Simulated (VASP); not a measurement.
Runs of VASP 6.6.1 on Al. Symmetry: Fm-3m, No. 225, cubic system. The conventional cell has a = 4.050 Å, b = 4.050 Å, c = 4.050 Å, α = 90.00°, β = 90.00°, γ = 90.00°. Around Al (site symmetry m-3m) lie 12 Al at 2.86 Å. 

| task | cell | gap on the mesh (eV) | pressure (GPa) |
| --- | --- | --- | --- |
| single point | a relaxed cell with its volume scaled by 0.94 | none | 4.8 |
| relaxation of cell and atoms | relaxed | none | -0.5 |
| single point | a relaxed cell with its volume scaled by 0.91 | none | (a) |
| single point | a relaxed cell with its volume scaled by 0.97 | none | 1.9 |
| single point | a relaxed cell with its volume scaled by 1.09 | none | -5.9 |

Alike in all rows: level PBE; potentials or basis VASP PAW PBE potentials, release 64 (Al); no spin polarisation; k mesh 18 × 18 × 18; cutoff (eV) 520; smearing gaussian 0.1 eV.

Fill in the values left out.

(a) 8.2.

Caveats: the relaxation stopped at its first step, so nothing moved (some runs).

A gap of «none» marks a metal or a gap under the smearing width.
